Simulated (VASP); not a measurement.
Data:

```
CELL_PARAMETERS angstrom
      0.00000     3.13707     3.13707
      3.13707     0.00000     3.13707
      3.13707     3.13707     0.00000
ATOMIC_POSITIONS crystal
  Sn 0.00000 0.00000 0.00000
  Te 0.50000 0.50000 0.50000
```

Level of theory: PBE GGA, VASP's PBE PAW potentials (set 64) (plane waves; VASP). Run with 420 eV cut-off, 7×7×7 Γ-centred mesh, Gaussian smearing of 0.20 eV, potentials Sn_d Te.

Energy and stress use the plane-wave basis of the starting cell.

Problem. The ions, cell shape and volume are relaxed. Give the cell that the relaxation ends in.

Solution. 
```
CELL_PARAMETERS angstrom
      0.00000     3.20247     3.20247
      3.20247     0.00000     3.20247
      3.20247     3.20247     0.00000
ATOMIC_POSITIONS crystal
  Sn 0.00000 0.00000 0.00000
  Te 0.50000 0.50000 0.50000
```
Space group Fm-3m (225), at a tolerance of 0.03 Å.

Problem. How do energy and volume change from the first to the last step?

Solution. The energy (σ→0) changes by -16.9 meV/atom and the volume by +6.4 %, in 3 ionic steps.

```
step  E(σ→0) (eV)  max force (eV/Å)  pressure (GPa)  volume (Å³)
----  -----------  ----------------  --------------  -----------
1         -7.5341             0.000            2.89        61.75
2         -7.5654             0.000           -0.69        66.86
3         -7.5680             0.000            0.01        65.69
```

The structure comes from a computed database's SnTe entry; how it stands against other phases isn't given here. This run relaxes it. Symmetry was kept, so distortions that lower it aren't found. The run is one of a series of settings (EDIFF = 1E-09, EDIFFG = -0.005, ENCUT = 420, IBRION = 2, ISIF = 3, NSW = 50, KPOINTS 7×7×7 Γ-centred mesh against the base run), some of them coarse on purpose.
